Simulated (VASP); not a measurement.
Calculation: PBEsol GGA, VASP's PBE PAW potentials (set 64) (plane waves; VASP).

VASP input:

File KPOINTS:
```
K-points
0
Gamma
 9 9 9
0 0 0
```

**INCAR**
```
# general
SYSTEM=CaO
PREC  =Accurate
ENCUT =520   # plane-wave cut-off (eV)
LREAL =.FALSE.
LASPH =.TRUE.   # aspherical one-centre terms

# electronic loop
EDIFF =1E-6   # SCF stop (eV)
NELM  =100
ALGO  =Normal   # blocked Davidson

# smearing
ISMEAR=0
SIGMA =0.05   # width (eV)

# functional
GGA   =PS   # PBEsol

# ions
IBRION=2
NSW   =60
ISIF  =3   # ions, shape and volume
EDIFFG=-0.01

# output
LWAVE =.FALSE.
LCHARG=.FALSE.
```

POSCAR:
```
CaO
1
    0.0000000000     2.4050000000     2.4050000000
    2.4050000000     0.0000000000     2.4050000000
    2.4050000000     2.4050000000     0.0000000000
Ca O
1 1
Direct
  0.0000000000   0.0000000000   0.0000000000
  0.5000000000   0.5000000000   0.5000000000
```

POTCAR, in this order: Ca_sv O (PBE.64 set). Program: vasp_std.

Output of the run:

### OUTCAR
```
 ion  position               nearest neighbor table
   1  0.000  0.000  0.000-   2 2.40   2 2.40   2 2.40   2 2.40   2 2.40   2 2.40
   2  0.500  0.500  0.500-   1 2.40   1 2.40   1 2.40   1 2.40   1 2.40   1 2.40
  LATTYP: Found a face centered cubic cell.
 ALAT       =     4.8100000000
 Subroutine PRICEL returns:
 Original cell was already a primitive cell.
 Subroutine GETGRP returns: Found 48 space group operations
The static configuration has the point symmetry O_h .
The dynamic configuration has the point symmetry O_h .
 Subroutine INISYM returns: Found 48 space group operations
 Subroutine IBZKPT returns following result:
 Found     35 irreducible k-points:

 Following reciprocal coordinates:
            Coordinates               Weight
  0.000000  0.000000  0.000000      1.000000
  0.111111  0.000000  0.000000      8.000000
  0.222222  0.000000  0.000000      8.000000
  0.333333  0.000000  0.000000      8.000000
  0.444444  0.000000  0.000000      8.000000
  0.111111  0.111111  0.000000      6.000000
  0.222222  0.111111  0.000000     24.000000
  0.333333  0.111111  0.000000     24.000000
  0.444444  0.111111  0.000000     24.000000
 -0.444444  0.111111  0.000000     24.000000
 -0.333333  0.111111  0.000000     24.000000
 -0.222222  0.111111  0.000000     24.000000
 -0.111111  0.111111  0.000000     12.000000
  0.222222  0.222222  0.000000      6.000000
  0.333333  0.222222  0.000000     24.000000
  0.444444  0.222222  0.000000     24.000000
 -0.444444  0.222222  0.000000     24.000000
 -0.333333  0.222222  0.000000     24.000000
 -0.222222  0.222222  0.000000     12.000000
  0.333333  0.333333  0.000000      6.000000
  0.444444  0.333333  0.000000     24.000000
 -0.444444  0.333333  0.000000     24.000000
 -0.333333  0.333333  0.000000     12.000000
  0.444444  0.444444  0.000000      6.000000
...
```

File OSZICAR:
```
       N       E                     dE             d eps       ncg     rms          rms(c)
DAV:   1     0.132050594022E+03    0.13205E+03   -0.86687E+03   848   0.135E+03
DAV:   2    -0.831489043711E+01   -0.14037E+03   -0.13325E+03   972   0.332E+02
DAV:   3    -0.147458251418E+02   -0.64309E+01   -0.63838E+01  1096   0.749E+01
DAV:   4    -0.149217180257E+02   -0.17589E+00   -0.17578E+00  1160   0.114E+01
DAV:   5    -0.149250055508E+02   -0.32875E-02   -0.32874E-02  1060   0.139E+00    0.806E+00
DAV:   6    -0.134786610583E+02    0.14463E+01   -0.75845E+00   972   0.260E+01    0.363E+00
DAV:   7    -0.134210497797E+02    0.57611E-01   -0.64668E-01  1144   0.796E+00    0.171E+00
DAV:   8    -0.134090988051E+02    0.11951E-01   -0.69183E-02   936   0.303E+00    0.374E-01
DAV:   9    -0.134073623363E+02    0.17365E-02   -0.18777E-02  1076   0.109E+00    0.132E-01
DAV:  10    -0.134076050997E+02   -0.24276E-03   -0.17344E-03   932   0.464E-01    0.254E-02
DAV:  11    -0.134076065483E+02   -0.14486E-05   -0.14894E-04  1104   0.119E-01    0.136E-02
DAV:  12    -0.134076041509E+02    0.23974E-05   -0.11596E-05   992   0.400E-02    0.358E-03
DAV:  13    -0.134076040435E+02    0.10739E-06   -0.18765E-06   916   0.115E-02
   1 F= -.13407604E+02 E0= -.13407604E+02  d E =-.134076E+02
       N       E                     dE             d eps       ncg     rms          rms(c)
DAV:   1    -0.135108388411E+02   -0.10323E+00   -0.25482E+00   928   0.193E+01    0.215E+00
DAV:   2    -0.134272318324E+02    0.83607E-01   -0.30462E-01   924   0.546E+00    0.822E-01
DAV:   3    -0.134119553379E+02    0.15276E-01   -0.38044E-02  1436   0.259E+00    0.315E-01
DAV:   4    -0.134104045815E+02    0.15508E-02   -0.13639E-02  1344   0.109E+00    0.998E-02
DAV:   5    -0.134105025912E+02   -0.98010E-04   -0.13585E-04  1060   0.136E-01    0.917E-02
DAV:   6    -0.134112283539E+02   -0.72576E-03   -0.90008E-04  1348   0.173E-01    0.376E-02
DAV:   7    -0.134112765305E+02   -0.48177E-04   -0.59909E-05  1380   0.714E-02    0.852E-03
DAV:   8    -0.134112747169E+02    0.18136E-05   -0.33099E-06  1224   0.124E-02    0.140E-03
DAV:   9    -0.134112746567E+02    0.60223E-07   -0.12984E-07   452   0.275E-03
   2 F= -.13411275E+02 E0= -.13411275E+02  d E =-.367061E-02
       N       E                     dE             d eps       ncg     rms          rms(c)
DAV:   1    -0.134196893872E+02   -0.84147E-02   -0.20091E-01   908   0.549E+00    0.598E-01
DAV:   2    -0.134132641339E+02    0.64253E-02   -0.24429E-02   936   0.153E+00    0.233E-01
DAV:   3    -0.134120390907E+02    0.12250E-02   -0.29926E-03  1428   0.717E-01    0.898E-02
DAV:   4    -0.134119063061E+02    0.13278E-03   -0.11524E-03  1336   0.315E-01    0.299E-02
DAV:   5    -0.134119108878E+02   -0.45818E-05   -0.10746E-05  1028   0.379E-02    0.283E-02
DAV:   6    -0.134119582857E+02   -0.47398E-04   -0.53207E-05  1344   0.446E-02    0.128E-02
DAV:   7    -0.134119607464E+02   -0.24607E-05   -0.11207E-05  1356   0.288E-02    0.197E-03
DAV:   8    -0.134119607478E+02   -0.13356E-08   -0.20914E-07   496   0.444E-03
   3 F= -.13411961E+02 E0= -.13411961E+02  d E =-.435670E-02
```

File OUTCAR:
```
------------------------ aborting loop because EDIFF is reached ----------------------------------------
  FORCE on cell =-STRESS in cart. coord.  units (eV):
  Direction    XX          YY          ZZ          XY          YZ          ZX
  --------------------------------------------------------------------------------------
  Total        0.0007326      0.0007326      0.0007326     -0.0000000      0.0000000      0.0000000
  in kB        0.0430958      0.0430958      0.0430958     -0.0000000      0.0000000      0.0000000
  external PRESSURE =       0.0430958 kB  Pullay stress =       0.0000000 kB
  volume of cell :       27.24
      direct lattice vectors                 reciprocal lattice vectors
     0.000000000  2.388032952  2.388032952    -0.209377345  0.209377345  0.209377345
     2.388032952  0.000000000  2.388032952     0.209377345 -0.209377345  0.209377345
     2.388032952  2.388032952  0.000000000     0.209377345  0.209377345 -0.209377345
  FREE ENERGIE OF THE ION-ELECTRON SYSTEM (eV)
  ---------------------------------------------------
  free  energy   TOTEN  =       -13.4119607478 eV

  energy  without entropy=      -13.4119607478  energy(sigma->0) =      -13.41196075

 reached required accuracy - stopping structural energy minimisation
```
(Selected blocks of OUTCAR.)

### CONTCAR
```
CaO
   1.00000000000000
     0.0000000000000000    2.3880329524557204    2.3880329524557204
     2.3880329524557204    0.0000000000000000    2.3880329524557204
     2.3880329524557204    2.3880329524557204    0.0000000000000000
  Ca              O
     1     1
Direct
     0.0000000000000000    0.0000000000000000    0.0000000000000000
     0.5000000000000000    0.5000000000000000    0.5000000000000000
```

Energy and stress use the plane-wave basis of the starting cell.

The compound is CaO in the rock salt structure. This run relaxes it. Symmetry was kept, so distortions that lower it aren't found.
